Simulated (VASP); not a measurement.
BBi (relaxed from the CsCl type structure, space group Pm-3m) is relaxed at rising pressure, each step from the one before. Symmetry mostly holds the structure type, and other phases were not tried. The mesh follows the cell, and a change of mesh leaves a small step in the series.

Input:

```cif
data_BBi
_chemical_formula_sum 'B1 Bi1'
_space_group_name_H-M_alt 'P 1'
_space_group_IT_number 1
_cell_length_a 3.31387
_cell_length_b 3.31387
_cell_length_c 3.31387
_cell_angle_alpha 90.000
_cell_angle_beta 90.000
_cell_angle_gamma 90.000
loop_
_space_group_symop_operation_xyz
  'x, y, z'
loop_
_atom_site_label
_atom_site_type_symbol
_atom_site_fract_x
_atom_site_fract_y
_atom_site_fract_z
_atom_site_occupancy
B1 B 0.00000 0.00000 0.00000 1
Bi1 Bi 0.50000 0.50000 0.50000 1
```

Computed with PBEsol GGA, VASP's PBE PAW potentials (set 64) (plane waves; VASP). Numerical set-up: 620 eV cut-off, 11×11×11 Γ-centred mesh, first-order Methfessel-Paxton smearing of 0.10 eV, potentials B Bi_d.

Unless said otherwise, spin-orbit coupling is left out, though it shifts the bands of the heavy elements here.

| P (GPa) | V (Å³/atom) | H − H(0) (eV/atom) | space group | gap on the mesh (eV) | k-mesh |
|---|---|---|---|---|---|
| 0 | 18.20 | 0.000 | Pm-3m | 0.00 | 11×11×11 |
| 5 | (withheld) | (withheld) | Pm-3m | 0.00 | 11×11×11 |
| 10 | (withheld) | (withheld) | Pm-3m | 0.00 | 11×11×11 |
| 20 | 15.36 | 2.065 | Pm-3m | 0.00 | 12×12×12 |
| 30 | 14.56 | 2.997 | Pm-3m | 0.00 | 12×12×12 |
| 45 | 13.66 | 4.316 | Pm-3m | 0.00 | 12×12×12 |

Q: Fill in the missing entries.

A: 
- 10, V (Å³/atom): 16.55
- 10, H − H(0) (eV/atom): 1.080
- 5, V (Å³/atom): 17.26
- 5, H − H(0) (eV/atom): 0.553

Pressures at which the relaxation failed are left out.

The structure was generated: BBi was put into the CsCl type type (Pm-3m), which need not be its known phase. VASP warned that the highest band is occupied, so more bands are needed.
